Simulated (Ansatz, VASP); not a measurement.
# RbCuF3 in two plane-wave programs, part 2 of 2

Aim: how closely do two programs agree when they are given the same cell, functional and k mesh? The cell is generated by rule, not measured, and may not be a known phase. The two relaxations start from unlike cells of this crystal (the structure described is Ansatz's start), so only their ends are compared.

VASP 6.6.1 and Ansatz 0.2.0.

So far: Starting point; Ansatz: relaxation of cell and atoms, LDA; VASP: relaxation of cell and atoms, LDA.

## Step 3: VASP: relaxation of cell and atoms, LDA (continued)

Level of this step: LDA, no spin polarisation; plane waves and PAW (Rb_sv, Cu, F); invented cell (VASP).

Numbers of over 12 decimals in the logs are rounded to 6 here.

Parts of OUTCAR (step 3):

```text
ion  position               nearest neighbor table
   1  0.000  0.000  0.000-   3 2.81   4 2.81   5 2.81   4 2.81   5 2.81   3 2.81   5 2.81   5 2.81
                             3 2.81   4 2.81   4 2.81   3 2.81   2 3.45   2 3.45   2 3.45   2 3.45
   2  0.500  0.500  0.500-   3 1.99   4 1.99   5 1.99   3 1.99   4 1.99   5 1.99   1 3.45   1 3.45
                             1 3.45   1 3.45   1 3.45   1 3.45   1 3.45   1 3.45
   3  0.500  0.500  0.000-   2 1.99   2 1.99   1 2.81   1 2.81   1 2.81   1 2.81
   4  0.500  0.000  0.500-   2 1.99   2 1.99   1 2.81   1 2.81   1 2.81   1 2.81
   5  0.000  0.500  0.500-   2 1.99   2 1.99   1 2.81   1 2.81   1 2.81   1 2.81

  LATTYP: Found a simple cubic cell.
 ALAT       =     3.9803269260

 Subroutine GETGRP returns: Found 48 space group operations
 (whereof 48 operations were pure point group operations)

The static configuration has the point symmetry O_h .

 Found     20 irreducible k-points:

   k-points           NKPTS =     20   k-points in BZ     NKDIM =     20   number of bands    NBANDS=     26

   dimension x,y,z NGX =    32 NGY =   32 NGZ =   32
   dimension x,y,z NGXF=    64 NGYF=   64 NGZF=   64

   ENCUT  =  600.0 eV  44.10 Ry    6.64 a.u.   7.95  7.95  7.95*2*pi/ulx,y,z

   NELECT =      41.0000    total number of electrons

 k-points in reciprocal lattice and weights: Automatic mesh
   0.00000000  0.00000000  0.00000000       0.005
   0.16666667  0.00000000  0.00000000       0.028
   0.33333333  0.00000000  0.00000000       0.028
   0.50000000  0.00000000  0.00000000       0.014
   0.16666667  0.16666667  0.00000000       0.056
   0.33333333  0.16666667  0.00000000       0.111
   0.50000000  0.16666667  0.00000000       0.056
   0.33333333  0.33333333  0.00000000       0.056
   0.50000000  0.33333333  0.00000000       0.056
[...]
0.50000000  0.50000000  0.33333333       0.028
   0.50000000  0.50000000  0.50000000       0.005

 average (electrostatic) potential at core
       1 -33.7747       2 -69.9437       3 -77.0207       4 -77.0207       5 -77.0207

 E-fermi :   1.5309

 k-point     1 :       0.0000    0.0000    0.0000
  band No.  band energies     occupation
    ...
     17      -0.5595      2.00000
     18      -0.5595      2.00000
     19      -0.5595      2.00000
     20      -0.1965      2.00000
     21      -0.1965      2.00000
     22       5.2896      0.00000
     23       8.6113      0.00000
     24       8.6113      0.00000
     25      11.1562      0.00000
     26      11.9710      0.00000

 k-point     2 :       0.1667    0.0000    0.0000
  band No.  band energies     occupation
    ...
     17      -0.5562      2.00000
     18      -0.3293      2.00000
     19      -0.3293      2.00000
     20      -0.1960      2.00000
     21       0.2043      2.00000
     22       5.8479      0.00000
     23       8.8957      0.00000
     24       9.0365      0.00000
     25      11.3405      0.00000
     26      11.9700      0.00000

 k-point     3 :       0.3333    0.0000    0.0000
  band No.  band energies     occupation
    ...
     17      -0.5498      2.00000
     18      -0.1952      2.00000
     19       0.0059      2.00000
     20       0.0059      2.00000
     21       0.6967      2.00000
     22       7.1913      0.00000
     23       9.5058      0.00000
     24       9.5620      0.00000
     25      11.9593      0.00000
     26      11.9595      0.00000

  Total       -0.0083355     -0.0083355     -0.0083355      0.0000000      0.0000000      0.0000000
  in kB       -0.2115718     -0.2115718     -0.2115718      0.0000000      0.0000000      0.0000000
  external PRESSURE =      -0.2115718 kB  Pullay stress =       0.0000000 kB

  energy-cutoff  :      600.00
  volume of cell :       63.12
      direct lattice vectors                 reciprocal lattice vectors
     3.981636947  0.000000000 -0.000000000     0.251152984  0.000000000 -0.000000000
    -0.000000000  3.981636947 -0.000000000    -0.000000000  0.251152984  0.000000000
     0.000000000 -0.000000000  3.981636947     0.000000000  0.000000000  0.251152984

 POSITION                                       TOTAL-FORCE (eV/Angst)
 -----------------------------------------------------------------------------------
      0.00000      0.00000      0.00000        -0.000000      0.000000      0.000000
      1.99082      1.99082      1.99082         0.000000     -0.000000      0.000000
      1.99082      1.99082     -0.00000        -0.000000      0.000000      0.000000
      1.99082     -0.00000      1.99082        -0.000000     -0.000000      0.000000
      0.00000      1.99082      1.99082         0.000000     -0.000000      0.000000
 -----------------------------------------------------------------------------------
    total drift:                                0.000000     -0.000000     -0.000000

  FREE ENERGIE OF THE ION-ELECTRON SYSTEM (eV)
  ---------------------------------------------------
  free  energy   TOTEN  =       -23.4210384404 eV

  energy  without entropy=      -23.4133460055  energy(sigma->0) =      -23.41719222

 reached required accuracy - stopping structural energy minimisation

 total charge
# of ion       s       p       d       tot
------------------------------------------
    1        1.941   5.353   0.036   7.329
    2        0.295   0.348   9.121   9.764
    3        1.725   4.326   0.000   6.051
    4        1.725   4.326   0.000   6.051
    5        1.725   4.326   0.000   6.051
--------------------------------------------------
tot          7.409  18.678   9.157  35.245

[... 3 further parts left out ...]
```

CONTCAR:

```
RbCuF3
   1.00000000000000
     3.9816369466009469    0.0000000000000000   -0.0000000000000000
    -0.0000000000000000    3.9816369466009469   -0.0000000000000000
     0.0000000000000000   -0.0000000000000000    3.9816369466009469
  Rb              Cu              F
     1     1     3
Direct
     0.0000000000000000    0.0000000000000000    0.0000000000000000
     0.5000000000000000    0.5000000000000000    0.5000000000000000
     0.5000000000000000    0.5000000000000000    0.0000000000000000
     0.5000000000000000    0.0000000000000000    0.5000000000000000
     0.0000000000000000    0.5000000000000000    0.5000000000000000
```

This run has no spin polarisation, so a moment on Cu, if there is one, isn't seen. Its electron count is odd, so without a moment it is a metal by construction. Oxides and halides of Cu are often magnetic insulators, and a metal at this level, without U or exact exchange, may be an artefact.

## Step 4: Side by side

Known differences besides the potentials themselves: the two LDA forms differ slightly; the data sets hold 49 valence electrons in Ansatz (on its default PAW (the set named soft_2) files) and 41 in VASP; the cutoff is 420 eV in Ansatz and 600 eV in VASP; VASP's log shows a relativistic correction to its local exchange, Ansatz's none; Ansatz adds a Pulay correction to the stress that steers its cell, VASP none. Total energies have different zeros and are not compared.

Compared:

```
                                         quantity  Ansatz   VASP  difference
                                      volume (Å³)   63.03  63.12     -0.14 %
edge a after relaxation, in the typed setting (Å)   3.980  3.982     -0.05 %
```

## Step 5: What came out

```
difference in volume (relaxation of cell and atoms, LDA) : -0.14 %
```

The difference in volume is -0.14 % (relaxation of cell and atoms, LDA), within the 1.2 % picked in this series as the mark of a large difference, as far as the stopping tolerances let one tell. The data sets hold unlike numbers of valence electrons (49 in Ansatz and 41 in VASP), so part of the differences comes from the potentials. How closely two codes agree says nothing of how well the functional describes the real material.

[Lines on the potential files, build, host, timing and source positions are cut from VASP's logs without a mark.]

[Logs are printed without paths, hosts, clocks, repeated set-up lines and the standing remarks that a program may print on its own settings, such as how far it seeks lower states.]

[Hosts, paths, dates, database ids (printed as entryN), source tags and the programs' standing remarks are cut or masked in the printed files.]
